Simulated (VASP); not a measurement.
# A VASP study of AlRu (PBEsol): structure first, properties next, part 4 of 4

Aim: relax AlRu, then compute properties on the relaxed cell. The start is a cell from a database of measured crystal structures.

VASP 6.6.1; PBEsol; plane waves and PAW (Al, Ru_pv).

Still holding for the runs below: This run has no spin polarisation. Its electron count is odd, so without a moment it is a metal by construction. The k-mesh is coarse for a metal.

So far. Step 11 (Volume scan with PBEsol, volume scale 1.02): The run ends at a pressure of -4.23 GPa.

## Step 12: Volume scan with PBEsol, volume scale 1.04

File INCAR:

```
SYSTEM = AlRu
PREC = Accurate
ENCUT = 400
EDIFF = 1E-06
NELM = 100
ISMEAR = 1
SIGMA = 0.2
LREAL = .FALSE.
ALGO = Normal
GGA = PS
NBANDS = 14
LASPH = .TRUE.
LORBIT = 11
LWAVE = .FALSE.
LCHARG = .FALSE.
KPAR = 2
ISIF = 2
```

File POSCAR:

```
AlRu
1.0
    3.0155910618      0.0000000000      0.0000000000
    0.0000000000      3.0155910618      0.0000000000
    0.0000000000      0.0000000000      3.0155910618
Al Ru
1 1
Direct
    0.0000000000      0.0000000000      0.0000000000
    0.5000000000      0.5000000000      0.5000000000
```

File KPOINTS:

```
Automatic mesh
0
Gamma
8 8 8
0 0 0
```

PAW data sets: Al and Ru_pv (PBE family, release 64).

Run with:

```sh
$ mpirun -np 2 vasp_std
```

The log of the run:

```text
[... set-up lines as in an earlier step ...]
 entering main loop
       N       E                     dE             d eps       ncg     rms          rms(c)
DAV:   1     0.839497417440E+02    0.83950E+02   -0.81299E+03  1068   0.906E+02
DAV:   2    -0.148586780323E+02   -0.98808E+02   -0.94600E+02  1136   0.271E+02
DAV:   3    -0.162357663108E+02   -0.13771E+01   -0.13711E+01  1172   0.338E+01
DAV:   4    -0.162475101124E+02   -0.11744E-01   -0.11742E-01  1282   0.319E+00
[...]
DAV:  10    -0.154554419545E+02    0.14729E-04   -0.40064E-05  1182   0.751E-02    0.131E-02
DAV:  11    -0.154554402626E+02    0.16919E-05   -0.33200E-06  1218   0.200E-02    0.697E-03
DAV:  12    -0.154554397415E+02    0.52109E-06   -0.52007E-08   766   0.237E-03
   1 F= -.15455440E+02 E0= -.15453239E+02  d E =-.660370E-02
```

It took 3.4 s on 2 MPI ranks of AMD EPYC 9R14 (Zen 4), shared host; peak memory 0.2 GiB; 5.6 s of CPU time.

OUTCAR, selected parts (step 12):

```text
  Total       -1.3658667     -1.3658667     -1.3658667      0.0000000      0.0000000     -0.0000000
  in kB      -79.7997541    -79.7997541    -79.7997541      0.0000000      0.0000000     -0.0000000
  external PRESSURE =     -79.7997541 kB  Pullay stress =       0.0000000 kB

 POSITION                                       TOTAL-FORCE (eV/Angst)
 -----------------------------------------------------------------------------------
      0.00000      0.00000      0.00000         0.000000      0.000000      0.000000
      1.50780      1.50780      1.50780         0.000000      0.000000      0.000000
 -----------------------------------------------------------------------------------
    total drift:                               -0.000000      0.000000      0.000000

  FREE ENERGIE OF THE ION-ELECTRON SYSTEM (eV)
  ---------------------------------------------------
  free  energy   TOTEN  =       -15.4554397415 eV

  energy  without entropy=      -15.4488360374  energy(sigma->0) =      -15.45323851

[... 1 part as in an earlier step ...]

[... 2 further parts left out ...]
[key lines of the parts left out:]
E-fermi :  10.3139
```

The pressure falls from -4.23 to -7.98 GPa.

The run ends at a pressure of -7.98 GPa.

## Step 13: Volume scan with PBEsol, volume scale 1.06

A prediction first. A parabola through the 6 pressures of evenly scaled cells so far, P = -0.07 -221.1 t +503 t² GPa with t = ln(V/V₁) and V₁ the volume at scale 1, gives -11.25 GPa at t = +0.0583.

INCAR is that of step 12.

File POSCAR:

```
AlRu
1.0
    3.0347991661      0.0000000000      0.0000000000
    0.0000000000      3.0347991661      0.0000000000
    0.0000000000      0.0000000000      3.0347991661
Al Ru
1 1
Direct
    0.0000000000      0.0000000000      0.0000000000
    0.5000000000      0.5000000000      0.5000000000
```

KPOINTS is that of step 12.

Run with:

```sh
$ mpirun -np 2 vasp_std
```

The log of the run:

```text
[... set-up lines as in an earlier step ...]
 entering main loop
       N       E                     dE             d eps       ncg     rms          rms(c)
DAV:   1     0.841395829523E+02    0.84140E+02   -0.83760E+03  1076   0.909E+02
DAV:   2    -0.148181943747E+02   -0.98958E+02   -0.94208E+02  1106   0.270E+02
DAV:   3    -0.161998450556E+02   -0.13817E+01   -0.13722E+01  1178   0.336E+01
DAV:   4    -0.162112655754E+02   -0.11421E-01   -0.11419E-01  1280   0.309E+00
[...]
DAV:  10    -0.154251311072E+02    0.16927E-04   -0.50068E-05  1200   0.842E-02    0.131E-02
DAV:  11    -0.154251292685E+02    0.18387E-05   -0.49127E-06  1244   0.252E-02    0.721E-03
DAV:  12    -0.154251287254E+02    0.54312E-06   -0.13894E-07   754   0.352E-03
   1 F= -.15425129E+02 E0= -.15422888E+02  d E =-.672084E-02
```

The job ended after 3.4 s (2 MPI ranks; peak memory 0.2 GiB).

Parts of OUTCAR (step 13):

```text
  Total       -1.9803489     -1.9803489     -1.9803489     -0.0000000      0.0000000      0.0000000
  in kB     -113.5173962   -113.5173962   -113.5173962     -0.0000000      0.0000000      0.0000000
  external PRESSURE =    -113.5173962 kB  Pullay stress =       0.0000000 kB

 POSITION                                       TOTAL-FORCE (eV/Angst)
 -----------------------------------------------------------------------------------
      0.00000      0.00000      0.00000         0.000000      0.000000      0.000000
      1.51740      1.51740      1.51740         0.000000      0.000000      0.000000
 -----------------------------------------------------------------------------------
    total drift:                               -0.000000      0.000000      0.000000

  FREE ENERGIE OF THE ION-ELECTRON SYSTEM (eV)
  ---------------------------------------------------
  free  energy   TOTEN  =       -15.4251287254 eV

  energy  without entropy=      -15.4184078878  energy(sigma->0) =      -15.42288845

[... 1 part as in an earlier step ...]

[... 2 further parts left out ...]
[key lines of the parts left out:]
E-fermi :  10.0518
```

The pressure falls from -7.98 to -11.35 GPa. The parabola predicted -11.25 GPa, +0.11 GPa off.

## Step 14: Comparing the runs

Times are for 2 MPI ranks of AMD EPYC 9R14 (Zen 4), shared host. The runs compared:

```csv
no.,volume scale,energy above the lowest point (meV/atom),pressure (GPa),time,memory (GiB)
1,0.94,38.68,15.54,3.4 s,0.2
2,0.96,17.04,9.776,3.4 s,0.2
3,0.98,4.45,4.593,3.4 s,0.2
4,1,0,-0.06166,3.4 s,0.2
5,1.02,2.75,-4.232,3.4 s,0.2
6,1.04,12.03,-7.980,3.4 s,0.2
7,1.06,27.21,-11.35,3.4 s,0.2
```

## Step 15: Fit for PBEsol

This step: Birch-Murnaghan fit, PBEsol; plane waves and PAW (VASP 6.6.1).

Derived from the runs above.

Numbers from this step:

| Item | Value |
| --- | --- |
| pressure derivative of the bulk modulus | 4.438 |
| r.m.s. error of the fit | 1.37e-5 eV/atom |
| minimum inside the sampled range | yes |
| bulk modulus | 218.6 GPa |
| equilibrium volume of the fit | 13.21 Å³/atom |

The energy above the fitted minimum by volume:

```
volume (Å³/atom)  energy above the fitted minimum (eV/atom)
          12.393                                     0.0387
          12.657                                     0.0171
          12.921                                    0.00452
          13.184                                     6.2e-5
          13.448                                    0.00281
          13.712                                     0.0121
          13.975                                     0.0273
```

The fitted volume lies +0.20 % from the relaxed one. At a finite cutoff and mesh the minimum of the energy and the zero of the stress don't quite coincide, and the relaxation stops at a threshold.

## Step 16: Results

```
relaxed volume                            : 13.18 Å³/atom
relaxed conventional cell a, b, c         : 2.976, 2.976, 2.976 Å
space group after relaxing, within 0.02 Å : Pm-3m (No. 221)
band gap                                  : none, a metal
DOS at the Fermi level                    : 1.80 states/eV/cell
bulk modulus from the fit                 : 219 GPa
volume from the fit                       : 13.2 Å³/atom
```

With PBEsol, AlRu relaxes to 13.18 Å³/atom in space group Pm-3m (held by the symmetry of the run), comes out as a metal and has a bulk modulus of 219 GPa. Against the listed cell the volume lies -1.5 %. Band structure (PBEsol): Of the bands kept, 3 cross the Fermi level on this path. Spin-orbit coupling is left out; it would split some degenerate bands. The k-sampling is coarse for a metal, so the Fermi level, pressures and the shape of the cell carry errors. With an odd electron count and no spin the cell is a metal by construction. No search among competing phases was made, and a listed structure need not be the one stable at ambient conditions. All values are for a static lattice at zero temperature.

[Lines on the potential files, build, host, timing and source positions are cut from VASP's logs without a mark.]

[Logs are printed without paths, hosts, clocks, repeated set-up lines and the standing remarks that a program may print on its own settings, such as how far it seeks lower states.]

[Hosts, paths, dates, database ids (printed as entryN), source tags and the programs' standing remarks are cut or masked in the printed files.]

[A measured line is paired with the nearest computed mode of its activity, which favours agreement.]
